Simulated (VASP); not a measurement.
Elastic constants (GPa) of a crystal from VASP with PBE GGA with D3 dispersion (Becke-Johnson damping), VASP's PBE PAW potentials (set 64):

```csv
,xx,yy,zz,yz,xz,xy
xx,107.8,48.8,48.8,0.0,0.0,0.0
yy,48.8,107.8,48.8,0.0,0.0,0.0
zz,48.8,48.8,107.8,0.0,0.0,0.0
yz,0.0,0.0,0.0,54.4,0.0,0.0
xz,0.0,0.0,0.0,0.0,54.4,0.0
xy,0.0,0.0,0.0,0.0,0.0,54.4
```

Work out the Voigt, Reuss and Hill moduli, Young's modulus and Poisson's ratio.

All eigenvalues are positive (smallest 54.4 GPa), so the crystal is stable. K_V = (C11+C22+C33+2(C12+C13+C23))/9 = (323.4 + 2×146.4)/9 = 68.5 GPa; G_V = (323.4 − 146.4 + 3×163.2)/15 = 44.4 GPa. From the compliances, K_R = 68.5 GPa and G_R = 40.7 GPa. Hill: K = 68.5 GPa, G = 42.6 GPa, E = 9KG/(3K+G) = 105.8 GPa, ν = (3K−2G)/(2(3K+G)) = 0.243. K/G = 1.61, below Pugh's 1.75; universal anisotropy A^U = 0.46.

With a density of 5.26 g/cm³, what are the mean sound speeds?

v_l = √((K+4G/3)/ρ) = 4.88 km/s and v_t = √(G/ρ) = 2.85 km/s. The crystal is GaAs (space group F-43m), cubic.

The structure comes from a measured GaAs entry (F-43m) of the Crystallography Open Database, whose conditions weren't checked. It was relaxed first.
